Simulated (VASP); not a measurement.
```
Ta
1.0
   -1.63572     1.63572     1.63572
    1.63572    -1.63572     1.63572
    1.63572     1.63572    -1.63572
Ta
1
Direct
  0.00000   0.00000   0.00000
```

Method: PBE GGA with D4 dispersion, VASP's PBE PAW potentials (set 64) (plane waves; VASP). Run with 520 eV cut-off, 15×15×15 Γ-centred mesh, first-order Methfessel-Paxton smearing of 0.10 eV, potentials Ta_pv.

Unless said otherwise, spin-orbit coupling is left out, though it shifts the bands of the heavy elements here.

Task: Estimate the energy per atom (σ→0), pressure, band gap (on the k-mesh) with the smallest direct gap where there is one.

Result: 
```
Item                                                         Value
------------------------  ----------------------------------------
band gap (on the k-mesh)  none (metal, semimetal or under 0.01 eV)
energy per atom (σ→0)                              -12.119 eV/atom
pressure                                                  6.10 GPa
```

Only differences to runs with the same potentials and settings are physical.

The compound is Ta in the bcc structure. This cell is one point of a volume scan, at 0.97 of the reference volume.
